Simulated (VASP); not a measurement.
The system is Al2O3 (Corundum).

```
Al O
1.0
     2.40435    1.38815    4.37450
    -2.40435    1.38815    4.37450
     0.00000   -2.77631    4.37450
Al O
4 6
Direct
  0.35215 0.35215 0.35215
  0.14785 0.14785 0.14785
  0.64785 0.64785 0.64785
  0.85215 0.85215 0.85215
  0.55617 0.94383 0.25000
  0.25000 0.55617 0.94383
  0.94383 0.25000 0.55617
  0.44383 0.05617 0.75000
  0.75000 0.44383 0.05617
  0.05617 0.75000 0.44383
```

| Property | Result |
| --- | --- |
| Program | VASP 6.6.1 |
| Task | relaxation of cell and atoms |
| Functional | PBE |
| Dispersion | D3(BJ) |
| Potentials or basis | VASP PAW PBE potentials, release 64 (Al, O) |
| Cutoff | 600 eV |
| k mesh | 6 × 6 × 6 |
| Occupations | gaussian, width 0.02 eV |
| Spin | no spin polarisation |

At the start: pressure -4.8 GPa; volume 8.76 Å³/atom.

Task: How do energy, volume and symmetry change on relaxing?

Result: Over 7 steps the energy falls by 2.7 meV/atom and the volume is 8.58 Å³/atom (-2.1 %); space group R-3c (No. 167, to 0.05 Å).

Step by step:
```
step  energy change (eV)  largest force (eV/Å)  pressure (GPa)  volume (Å³)
   1              0.0000                0.0038           -4.79        87.60
   2             -0.0076                0.0384            4.27        84.33
   3             -0.0273                0.0225            0.01        85.81
   4             -0.0273                0.0220           -0.11        85.85
   5             -0.0274                0.0011           -0.10        85.84
   6             -0.0274                0.0007           -0.12        85.84
   7             -0.0274                0.0010            0.07        85.77
```

Final structure:
```
CELL_PARAMETERS angstrom
2.38806 1.37875 4.34163
-2.38806 1.37875 4.34163
0.00000 -2.75749 4.34163
ATOMIC_POSITIONS crystal
Al 0.35212 0.35212 0.35212
Al 0.14788 0.14788 0.14788
Al 0.64788 0.64788 0.64788
Al 0.85212 0.85212 0.85212
O 0.55640 0.94360 0.25000
O 0.25000 0.55640 0.94360
O 0.94360 0.25000 0.55640
O 0.44360 0.05640 0.75000
O 0.75000 0.44360 0.05640
O 0.05640 0.75000 0.44360
```
